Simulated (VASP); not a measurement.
Computed with PBE GGA, VASP's PBE PAW potentials (set 64) (plane waves; VASP 6.6.1).

VASP ran on this input.

### KPOINTS
```
Automatic mesh
0
Gamma
13 13 6
0 0 0
```

POSCAR:
```
Cd
1.0
  1.4900000000  -2.5807560000   0.0000000000
  1.4900000000   2.5807560000   0.0000000000
  0.0000000000   0.0000000000   5.6200000000
Cd
2
Cart
  1.4900000000   0.8602537205   1.4050000000
  1.4900000000  -0.8602537205   4.2150000000
```

**INCAR**
```
# general
SYSTEM =Cd
PREC   =Accurate
ENCUT  =400
LREAL  =F
LASPH  =T

# electronic loop
EDIFF  =1E-6
NELM   =100
ALGO   =Normal
LMAXMIX=4

# smearing
ISMEAR =1
SIGMA  =0.1

# functional
GGA    =PE

# ions
IBRION =2
NSW    =60
ISIF   =3
EDIFFG =-0.01

# output
LWAVE  =F
LCHARG =F
```

POTCAR, in this order: Cd (PBE.64 set). Program: vasp_std.

Output of the run:

File OSZICAR:
```
       N       E                     dE             d eps       ncg     rms          rms(c)
DAV:   1     0.142889992212E+03    0.14289E+03   -0.11745E+04  2696   0.124E+03
DAV:   2     0.125396620514E+01   -0.14164E+03   -0.13901E+03  2776   0.342E+02
DAV:   3    -0.157697041593E+01   -0.28309E+01   -0.28285E+01  3360   0.583E+01
DAV:   4    -0.157987500238E+01   -0.29046E-02   -0.29045E-02  3144   0.161E+00
DAV:   5    -0.157988323036E+01   -0.82280E-05   -0.82284E-05  3368   0.797E-02    0.461E+00
DAV:   6    -0.148131443876E+01    0.98569E-01   -0.28689E-01  2864   0.697E+00    0.364E+00
DAV:   7    -0.147593332967E+01    0.53811E-02   -0.33167E-02  3096   0.190E+00    0.166E+00
DAV:   8    -0.147604365659E+01   -0.11033E-03   -0.36115E-03  2944   0.872E-01    0.937E-02
DAV:   9    -0.147608287366E+01   -0.39217E-04   -0.22032E-05  3416   0.560E-02    0.373E-02
DAV:  10    -0.147612101927E+01   -0.38146E-04   -0.34918E-05  3008   0.659E-02    0.383E-03
DAV:  11    -0.147612140512E+01   -0.38585E-06   -0.36064E-08  2056   0.204E-03
   1 F= -.14761214E+01 E0= -.14759526E+01  d E =-.147612E+01
       N       E                     dE             d eps       ncg     rms          rms(c)
DAV:   1    -0.199881513890E+01   -0.52269E+00   -0.10690E+01  2696   0.435E+01    0.589E+00
DAV:   2    -0.153247552049E+01    0.46634E+00   -0.12317E+00  2816   0.151E+01    0.182E+00
DAV:   3    -0.149665923242E+01    0.35816E-01   -0.62654E-02  3048   0.298E+00    0.155E+00
DAV:   4    -0.148722092815E+01    0.94383E-02   -0.73185E-03  2832   0.741E-01    0.229E-01
DAV:   5    -0.148711652909E+01    0.10440E-03   -0.49283E-04  3160   0.217E-01    0.654E-02
DAV:   6    -0.148714587078E+01   -0.29342E-04   -0.56537E-05  3104   0.772E-02    0.186E-02
DAV:   7    -0.148714503473E+01    0.83606E-06   -0.75743E-06  3008   0.362E-02
   2 F= -.14871450E+01 E0= -.14869917E+01  d E =-.110236E-01
       N       E                     dE             d eps       ncg     rms          rms(c)
DAV:   1    -0.149058147265E+01   -0.34356E-02   -0.68186E-02  2704   0.340E+00    0.427E-01
DAV:   2    -0.148745451017E+01    0.31270E-02   -0.88005E-03  2776   0.128E+00    0.125E-01
DAV:   3    -0.148725079482E+01    0.20372E-03   -0.40742E-04  3088   0.229E-01    0.102E-01
DAV:   4    -0.148721166388E+01    0.39131E-04   -0.51214E-05  2832   0.597E-02    0.800E-03
DAV:   5    -0.148721206771E+01   -0.40383E-06   -0.21298E-06  2304   0.174E-02
   3 F= -.14872121E+01 E0= -.14870391E+01  d E =-.110907E-01
       N       E                     dE             d eps       ncg     rms          rms(c)
DAV:   1    -0.148738009967E+01   -0.16844E-03   -0.35217E-03  2712   0.773E-01    0.969E-02
DAV:   2    -0.148721588505E+01    0.16421E-03   -0.45305E-04  2776   0.289E-01    0.295E-02
DAV:   3    -0.148720582418E+01    0.10061E-04   -0.21099E-05  3096   0.523E-02    0.241E-02
DAV:   4    -0.148720570075E+01    0.12343E-06   -0.27915E-06  2272   0.140E-02
   4 F= -.14872057E+01 E0= -.14870284E+01  d E =-.110843E-01
       N       E                     dE             d eps       ncg     rms          rms(c)
DAV:   1    -0.149047938677E+01   -0.32736E-02   -0.12471E-01  2848   0.331E+00    0.290E-01
DAV:   2    -0.148842013947E+01    0.20592E-02   -0.22114E-03  2888   0.654E-01    0.148E-01
DAV:   3    -0.148767557125E+01    0.74457E-03   -0.81771E-04  2864   0.285E-01    0.642E-02
DAV:   4    -0.148761034192E+01    0.65229E-04   -0.17258E-04  3112   0.132E-01    0.254E-02
DAV:   5    -0.148761031328E+01    0.28640E-07   -0.12380E-05  2992   0.432E-02    0.110E-02
DAV:   6    -0.148761028476E+01    0.28520E-07   -0.14793E-06  1456   0.160E-02
   5 F= -.14876103E+01 E0= -.14874761E+01  d E =-.404584E-03
       N       E                     dE             d eps       ncg     rms          rms(c)
DAV:   1    -0.148845958641E+01   -0.84927E-03   -0.31225E-02  2856   0.166E+00    0.146E-01
DAV:   2    -0.148793985440E+01    0.51973E-03   -0.55925E-04  2920   0.331E-01    0.740E-02
DAV:   3    -0.148775273035E+01    0.18712E-03   -0.20500E-04  2856   0.143E-01    0.326E-02
DAV:   4    -0.148773682869E+01    0.15902E-04   -0.44290E-05  3088   0.669E-02    0.129E-02
DAV:   5    -0.148773685698E+01   -0.28291E-07   -0.31798E-06  2496   0.219E-02
   6 F= -.14877369E+01 E0= -.14875968E+01  d E =-.531156E-03
```

OUTCAR:
```
------------------------ aborting loop because EDIFF is reached ----------------------------------------
  FORCE on cell =-STRESS in cart. coord.  units (eV):
  Direction    XX          YY          ZZ          XY          YZ          ZX
  --------------------------------------------------------------------------------------
  Total        0.0153683      0.0153683      0.0002723      0.0000000      0.0000000      0.0000000
  in kB        0.5500848      0.5500849      0.0097472      0.0000000      0.0000000      0.0000000
  external PRESSURE =       0.3699723 kB  Pullay stress =       0.0000000 kB
  volume of cell :       44.76
      direct lattice vectors                 reciprocal lattice vectors
     1.515138544 -2.624297250  0.000000000     0.330002825 -0.190527197 -0.000000000
     1.515138544  2.624297250  0.000000000     0.330002825  0.190527197  0.000000000
    -0.000000000 -0.000000000  5.628733595    -0.000000000  0.000000000  0.177659856
 POSITION                                       TOTAL-FORCE (eV/Angst)
 -----------------------------------------------------------------------------------
      1.51514      0.87477      1.40718         0.000000     -0.000000      0.000000
      1.51514     -0.87477      4.22155        -0.000000      0.000000      0.000000
 -----------------------------------------------------------------------------------
    total drift:                               -0.000000      0.000204      0.000002
  FREE ENERGIE OF THE ION-ELECTRON SYSTEM (eV)
  ---------------------------------------------------
  free  energy   TOTEN  =        -1.4877368570 eV

  energy  without entropy=       -1.4873166088  energy(sigma->0) =       -1.48759677

 reached required accuracy - stopping structural energy minimisation
```
(Selected blocks of OUTCAR.)

### CONTCAR
```
Cd
   1.00000000000000
     1.5151385439666527   -2.6242972504370110    0.0000000000000000
     1.5151385439666527    2.6242972504370110    0.0000000000000000
    -0.0000000000000000   -0.0000000000000000    5.6287335950037987
  Cd
     2
Direct
     0.3333330000000032    0.6666669999999968    0.2500000000000000
     0.6666669999999968    0.3333330000000032    0.7500000000000000
```

Energy and stress use the plane-wave basis of the starting cell.

The compound is Cd in the hcp structure. This run relaxes it. Symmetry was kept, so distortions that lower it aren't found.
